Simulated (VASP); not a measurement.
Level of theory: PBE GGA, VASP's PBE PAW potentials (set 64) (plane waves; VASP).

A VASP calculation is set up with these files.

### POSCAR
```
Ho
1
    3.5144440000     0.0000000000     0.0000000000
   -1.7572220000     3.0435980000     0.0000000000
    0.0000000000     0.0000000000    11.3077480000
Ho
4
Direct
  0.0000000000   0.0000000000   0.0000000000
  0.0000000000   0.0000000000   0.5000000000
  0.3333330000   0.6666670000   0.2500000000
  0.6666670000   0.3333330000   0.7500000000
```

### KPOINTS
```
Automatic mesh
0
Gamma
7 7 2
0 0 0
```

**INCAR**
```
LASPH=.True.
GGA=PE   ! PBE
NELM=100   ! most electronic steps
ENCUT=300
ISMEAR=0
ALGO=Normal   ! blocked Davidson
PREC=Accurate
LWAVE=.False.
SIGMA=0.272   ! width (eV)
LREAL=.False.   ! projection in real space or not
MAGMOM=4*4.0
EDIFF=1E-6   ! SCF stop (eV)
SYSTEM=Ho
LCHARG=.False.
LMAXMIX=6   ! l cut-off of mixed one-centre charges
LORBIT=11   ! lm-projected
ISIF=2
ISPIN=2   ! spin-polarised
```

POTCAR, in this order: Ho (PBE.64 set). Program: vasp_std.

Output

**OSZICAR**
```
...
DAV:  12    -0.263888964602E+02    0.12809E+02   -0.24990E+00  5510   0.157E+01    0.745E+01
DAV:  13    -0.249288440402E+02    0.14601E+01   -0.32525E+00  4836   0.153E+01    0.459E+01
DAV:  14    -0.275542196713E+02   -0.26254E+01   -0.63194E+00  5062   0.252E+01    0.786E+01
DAV:  15    -0.303621717961E+02   -0.28080E+01   -0.12538E+00  6004   0.732E+00    0.852E+01
DAV:  16    -0.292432233553E+02    0.11189E+01   -0.28537E-01  5970   0.306E+00    0.836E+01
DAV:  17    -0.286283951087E+02    0.61483E+00   -0.40634E-02  6648   0.111E+00    0.825E+01
DAV:  18    -0.276689213580E+02    0.95947E+00   -0.18843E-02  6334   0.147E+00    0.795E+01
DAV:  19    -0.241475868808E+02    0.35213E+01   -0.23378E+00  5316   0.884E+00    0.126E+01
DAV:  20    -0.244150149610E+02   -0.26743E+00   -0.31405E-01  5638   0.674E+00    0.107E+01
DAV:  21    -0.250781133747E+02   -0.66310E+00   -0.11209E+00  5410   0.172E+01    0.395E+01
DAV:  22    -0.246050339724E+02    0.47308E+00   -0.14967E+00  5456   0.842E+00    0.556E+00
DAV:  23    -0.249283851018E+02   -0.32335E+00   -0.20076E-01  5620   0.478E+00    0.713E+00
DAV:  24    -0.248799465584E+02    0.48439E-01   -0.49879E-02  5568   0.137E+00    0.695E+00
DAV:  25    -0.248381433131E+02    0.41803E-01   -0.69986E-03  6576   0.550E-01    0.656E+00
DAV:  26    -0.248081089099E+02    0.30034E-01   -0.30348E-03  5930   0.434E-01    0.671E+00
DAV:  27    -0.248053660107E+02    0.27429E-02   -0.93184E-03  6102   0.773E-01    0.733E+00
DAV:  28    -0.247653348188E+02    0.40031E-01   -0.12603E-01  5102   0.212E+00    0.683E+00
DAV:  29    -0.248069580540E+02   -0.41623E-01   -0.78470E-03  4832   0.639E-01    0.674E+00
DAV:  30    -0.247846293736E+02    0.22329E-01   -0.12491E-02  5626   0.930E-01    0.746E+00
DAV:  31    -0.247921093224E+02   -0.74799E-02   -0.20806E-03  5194   0.308E-01    0.746E+00
DAV:  32    -0.247755596136E+02    0.16550E-01   -0.11800E-03  5934   0.462E-01    0.712E+00
DAV:  33    -0.247615959679E+02    0.13964E-01   -0.35065E-03  5872   0.703E-01    0.664E+00
DAV:  34    -0.247119252714E+02    0.49671E-01   -0.59161E-02  5494   0.222E+00    0.609E+00
DAV:  35    -0.247012661120E+02    0.10659E-01   -0.73555E-02  5586   0.246E+00    0.687E+00
DAV:  36    -0.247490156718E+02   -0.47750E-01   -0.20324E-02  5236   0.130E+00    0.739E+00
DAV:  37    -0.248032962016E+02   -0.54281E-01   -0.18139E-01  5054   0.342E+00    0.784E+00
DAV:  38    -0.248077662173E+02   -0.44700E-02   -0.11853E-02  4776   0.922E-01    0.762E+00
DAV:  39    -0.247975630617E+02    0.10203E-01   -0.20772E-03  5368   0.291E-01    0.756E+00
DAV:  40    -0.248030385638E+02   -0.54755E-02   -0.11192E-03  6188   0.352E-01    0.734E+00
DAV:  41    -0.247923637412E+02    0.10675E-01   -0.57197E-04  5892   0.277E-01    0.717E+00
DAV:  42    -0.247882235839E+02    0.41402E-02   -0.16353E-02  5660   0.145E+00    0.707E+00
DAV:  43    -0.248980178691E+02   -0.10979E+00   -0.47836E-02  5498   0.228E+00    0.886E+00
DAV:  44    -0.250910993174E+02   -0.19308E+00   -0.30212E-01  5190   0.436E+00    0.117E+01
DAV:  45    -0.253334304690E+02   -0.24233E+00   -0.12781E-01  5632   0.444E+00    0.934E+00
DAV:  46    -0.255211674953E+02   -0.18774E+00   -0.47381E-02  5862   0.305E+00    0.841E+00
DAV:  47    -0.255844364027E+02   -0.63269E-01   -0.13961E-02  5930   0.146E+00    0.838E+00
DAV:  48    -0.256002323997E+02   -0.15796E-01   -0.97275E-03  5866   0.111E+00    0.830E+00
DAV:  49    -0.254337155683E+02    0.16652E+00   -0.16177E-01  5526   0.648E+00    0.429E+00
DAV:  50    -0.251650980827E+02    0.26862E+00   -0.70221E-02  5962   0.533E+00    0.513E+00
DAV:  51    -0.246609232432E+02    0.50417E+00   -0.22559E-01  6062   0.520E+00    0.104E+01
DAV:  52    -0.247546153388E+02   -0.93692E-01   -0.38687E-02  5892   0.345E+00    0.911E+00
DAV:  53    -0.247756590031E+02   -0.21044E-01   -0.94852E-03  6504   0.109E+00    0.832E+00
DAV:  54    -0.247191631679E+02    0.56496E-01   -0.11745E-02  6324   0.229E+00    0.679E+00
DAV:  55    -0.245932289652E+02    0.12593E+00   -0.15130E-01  5616   0.476E+00    0.612E+00
DAV:  56    -0.245922713037E+02    0.95766E-03   -0.26888E-01  5716   0.380E+00    0.384E+00
DAV:  57    -0.247583500881E+02   -0.16608E+00   -0.11979E-01  5494   0.199E+00    0.384E+00
DAV:  58    -0.247765670772E+02   -0.18217E-01   -0.20565E-02  4792   0.124E+00    0.325E+00
DAV:  59    -0.247859976294E+02   -0.94306E-02   -0.84368E-03  6440   0.906E-01    0.300E+00
DAV:  60    -0.248334608238E+02   -0.47463E-01   -0.63814E-03  6288   0.725E-01    0.307E+00
DAV:  61    -0.248388029352E+02   -0.53421E-02   -0.90360E-02  5448   0.186E+00    0.282E+00
DAV:  62    -0.248543983452E+02   -0.15595E-01   -0.10222E-02  5084   0.673E-01    0.304E+00
DAV:  63    -0.249254705707E+02   -0.71072E-01   -0.73748E-03  5998   0.106E+00    0.365E+00
DAV:  64    -0.249174948938E+02    0.79757E-02   -0.28795E-03  5570   0.321E-01    0.387E+00
DAV:  65    -0.248954200055E+02    0.22075E-01   -0.87206E-04  6094   0.210E-01    0.383E+00
DAV:  66    -0.242058235403E+02    0.68960E+00   -0.43211E-01  5438   0.544E+00    0.330E+00
DAV:  67    -0.243505443036E+02   -0.14472E+00   -0.41637E-02  5144   0.177E+00    0.323E+00
DAV:  68    -0.243679526125E+02   -0.17408E-01   -0.17500E-02  5782   0.134E+00    0.312E+00
DAV:  69    -0.242644656242E+02    0.10349E+00   -0.21465E-02  6030   0.142E+00    0.325E+00
DAV:  70    -0.242969045434E+02   -0.32439E-01   -0.36387E-03  5670   0.473E-01    0.309E+00
DAV:  71    -0.249070984891E+02   -0.61019E+00   -0.77208E-01  5486   0.543E+00    0.492E+00
DAV:  72    -0.252971372374E+02   -0.39004E+00   -0.92789E-02  5748   0.382E+00    0.558E+00
DAV:  73    -0.253850301467E+02   -0.87893E-01   -0.30760E-02  5468   0.174E+00    0.702E+00
DAV:  74    -0.253855695779E+02   -0.53943E-03   -0.14040E-02  5916   0.137E+00    0.683E+00
DAV:  75    -0.253459341973E+02    0.39635E-01   -0.28169E-02  5818   0.184E+00    0.483E+00
DAV:  76    -0.253771910686E+02   -0.31257E-01   -0.30809E-02  5868   0.160E+00    0.409E+00
DAV:  77    -0.254056451170E+02   -0.28454E-01   -0.14752E-02  5954   0.736E-01    0.329E+00
DAV:  78    -0.254273227056E+02   -0.21678E-01   -0.39052E-03  5698   0.571E-01    0.297E+00
DAV:  79    -0.254324767404E+02   -0.51540E-02   -0.18869E-03  5968   0.512E-01    0.276E+00
DAV:  80    -0.254385638666E+02   -0.60871E-02   -0.16812E-03  6064   0.416E-01    0.274E+00
DAV:  81    -0.254428641671E+02   -0.43003E-02   -0.41571E-03  5758   0.915E-01    0.306E+00
DAV:  82    -0.254451938038E+02   -0.23296E-02   -0.67588E-04  6246   0.230E-01    0.306E+00
DAV:  83    -0.254402521425E+02    0.49417E-02   -0.20650E-03  6154   0.402E-01    0.329E+00
DAV:  84    -0.254517919228E+02   -0.11540E-01   -0.25325E-03  5736   0.480E-01    0.329E+00
DAV:  85    -0.254528916880E+02   -0.10998E-02   -0.53401E-04  5964   0.168E-01    0.334E+00
DAV:  86    -0.254443098374E+02    0.85819E-02   -0.31183E-03  5762   0.783E-01    0.367E+00
DAV:  87    -0.254378712692E+02    0.64386E-02   -0.12591E-03  5510   0.296E-01    0.331E+00
DAV:  88    -0.254348908693E+02    0.29804E-02   -0.14866E-03  5874   0.286E-01    0.304E+00
DAV:  89    -0.254351538241E+02   -0.26295E-03   -0.96410E-04  5818   0.287E-01    0.305E+00
DAV:  90    -0.254369015932E+02   -0.17478E-02   -0.43809E-04  5930   0.140E-01    0.295E+00
DAV:  91    -0.254354664956E+02    0.14351E-02   -0.35781E-03  5804   0.439E-01    0.242E+00
DAV:  92    -0.254304435716E+02    0.50229E-02   -0.22089E-03  5766   0.616E-01    0.232E+00
DAV:  93    -0.254248537933E+02    0.55898E-02   -0.16267E-02  5364   0.140E+00    0.195E+00
DAV:  94    -0.254301755078E+02   -0.53217E-02   -0.91196E-03  5932   0.693E-01    0.173E+00
DAV:  95    -0.254327651572E+02   -0.25896E-02   -0.14642E-03  5246   0.247E-01    0.160E+00
DAV:  96    -0.254254706435E+02    0.72945E-02   -0.20307E-03  5852   0.505E-01    0.154E+00
DAV:  97    -0.254292305038E+02   -0.37599E-02   -0.36804E-04  5712   0.114E-01    0.150E+00
DAV:  98    -0.254305948954E+02   -0.13644E-02   -0.63234E-05  6164   0.518E-02    0.150E+00
DAV:  99    -0.254313899512E+02   -0.79506E-03   -0.16807E-05  4736   0.321E-02    0.149E+00
DAV: 100    -0.254323704098E+02   -0.98046E-03   -0.62346E-05  3804   0.478E-02
   1 F= -.25432370E+02 E0= -.24889363E+02  d E =-.108602E+01  mag=    14.4934
```

OUTCAR:
```
------------------------ aborting loop EDIFF was not reached (unconverged)  ----------------------------
  FORCE on cell =-STRESS in cart. coord.  units (eV):
  Direction    XX          YY          ZZ          XY          YZ          ZX
  --------------------------------------------------------------------------------------
  Total        3.4831804      3.4831809      4.5000883      0.0000000     -0.0000000      0.0000000
  in kB       46.1388232     46.1388298     59.6089646      0.0000000     -0.0000000      0.0000000
  external PRESSURE =      50.6288725 kB  Pullay stress =       0.0000000 kB
  volume of cell :      120.95
      direct lattice vectors                 reciprocal lattice vectors
     3.514444000  0.000000000  0.000000000     0.284540030  0.164279251  0.000000000
    -1.757222000  3.043598000  0.000000000     0.000000000  0.328558502  0.000000000
     0.000000000  0.000000000 11.307748000     0.000000000  0.000000000  0.088434939
 POSITION                                       TOTAL-FORCE (eV/Angst)
 -----------------------------------------------------------------------------------
      0.00000      0.00000      0.00000         0.000000      0.000000      0.000000
      0.00000      0.00000      5.65387         0.000000      0.000000      0.000000
     -0.00000      2.02907      2.82694        -0.000000      0.000000     -0.000000
      1.75722      1.01453      8.48081         0.000000      0.000000      0.000000
 -----------------------------------------------------------------------------------
    total drift:                                0.000000     -0.000000      0.000000
  FREE ENERGIE OF THE ION-ELECTRON SYSTEM (eV)
  ---------------------------------------------------
  free  energy   TOTEN  =       -25.4323704098 eV

  energy  without entropy=      -24.3463548517  energy(sigma->0) =      -24.88936263

 total charge

# of ion       s       p       d       f       tot
--------------------------------------------------
    1        2.125   5.689   0.454  10.308  18.576
    2        2.125   5.689   0.454  10.308  18.576
    3        2.127   5.690   0.438  10.295  18.550
    4        2.127   5.690   0.438  10.295  18.550
--------------------------------------------------
tot          8.503  22.758   1.784  41.207  74.252

 magnetization (x)

# of ion       s       p       d       f       tot
--------------------------------------------------
    1        0.005  -0.022   0.042   3.489   3.514
    2        0.005  -0.022   0.042   3.489   3.514
    3        0.004  -0.019   0.049   3.501   3.535
    4        0.004  -0.019   0.049   3.501   3.535
--------------------------------------------------
tot          0.018  -0.082   0.182  13.980  14.099
```
(Selected blocks of OUTCAR.)

File stdout:
```
...
DAV:  81    -0.254428641671E+02   -0.43003E-02   -0.41571E-03  5758   0.915E-01    0.306E+00
DAV:  82    -0.254451938038E+02   -0.23296E-02   -0.67588E-04  6246   0.230E-01    0.306E+00
DAV:  83    -0.254402521425E+02    0.49417E-02   -0.20650E-03  6154   0.402E-01    0.329E+00
DAV:  84    -0.254517919228E+02   -0.11540E-01   -0.25325E-03  5736   0.480E-01    0.329E+00
DAV:  85    -0.254528916880E+02   -0.10998E-02   -0.53401E-04  5964   0.168E-01    0.334E+00
DAV:  86    -0.254443098374E+02    0.85819E-02   -0.31183E-03  5762   0.783E-01    0.367E+00
DAV:  87    -0.254378712692E+02    0.64386E-02   -0.12591E-03  5510   0.296E-01    0.331E+00
DAV:  88    -0.254348908693E+02    0.29804E-02   -0.14866E-03  5874   0.286E-01    0.304E+00
DAV:  89    -0.254351538241E+02   -0.26295E-03   -0.96410E-04  5818   0.287E-01    0.305E+00
DAV:  90    -0.254369015932E+02   -0.17478E-02   -0.43809E-04  5930   0.140E-01    0.295E+00
DAV:  91    -0.254354664956E+02    0.14351E-02   -0.35781E-03  5804   0.439E-01    0.242E+00
DAV:  92    -0.254304435716E+02    0.50229E-02   -0.22089E-03  5766   0.616E-01    0.232E+00
DAV:  93    -0.254248537933E+02    0.55898E-02   -0.16267E-02  5364   0.140E+00    0.195E+00
DAV:  94    -0.254301755078E+02   -0.53217E-02   -0.91196E-03  5932   0.693E-01    0.173E+00
DAV:  95    -0.254327651572E+02   -0.25896E-02   -0.14642E-03  5246   0.247E-01    0.160E+00
DAV:  96    -0.254254706435E+02    0.72945E-02   -0.20307E-03  5852   0.505E-01    0.154E+00
DAV:  97    -0.254292305038E+02   -0.37599E-02   -0.36804E-04  5712   0.114E-01    0.150E+00
DAV:  98    -0.254305948954E+02   -0.13644E-02   -0.63234E-05  6164   0.518E-02    0.150E+00
DAV:  99    -0.254313899512E+02   -0.79506E-03   -0.16807E-05  4736   0.321E-02    0.149E+00
DAV: 100    -0.254323704098E+02   -0.98046E-03   -0.62346E-05  3804   0.478E-02

 -----------------------------------------------------------------------------
|                                                                             |
|           W    W    AA    RRRRR   N    N  II  N    N   GGGG   !!!           |
|           W    W   A  A   R    R  NN   N  II  NN   N  G    G  !!!           |
|           W    W  A    A  R    R  N N  N  II  N N  N  G       !!!           |
|           W WW W  AAAAAA  RRRRR   N  N N  II  N  N N  G  GGG   !            |
|           WW  WW  A    A  R   R   N   NN  II  N   NN  G    G                |
|           W    W  A    A  R    R  N    N  II  N    N   GGGG   !!!           |
|                                                                             |
|     The electronic self-consistency was not achieved in the given           |
|     number of steps (NELM). The forces and other quantities evaluated       |
|     might not be reliable so examine the results carefully. If you find     |
|     spurious results, we suggest increasing NELM, if you were close to      |
|     convergence or switching to a different ALGO or adjusting the           |
|     density mixing parameters otherwise.                                    |
|                                                                             |
 -----------------------------------------------------------------------------

   1 F= -.25432370E+02 E0= -.24889363E+02  d E =-.108602E+01  mag=    14.4934
```

The run did not converge; its last values are not results.

At this cut-off the stress carries a Pulay error, which pulls relaxed volumes low.

The structure was generated: Ho was put into an ordered model structure, which need not be its known phase. The cell was not relaxed at this level.
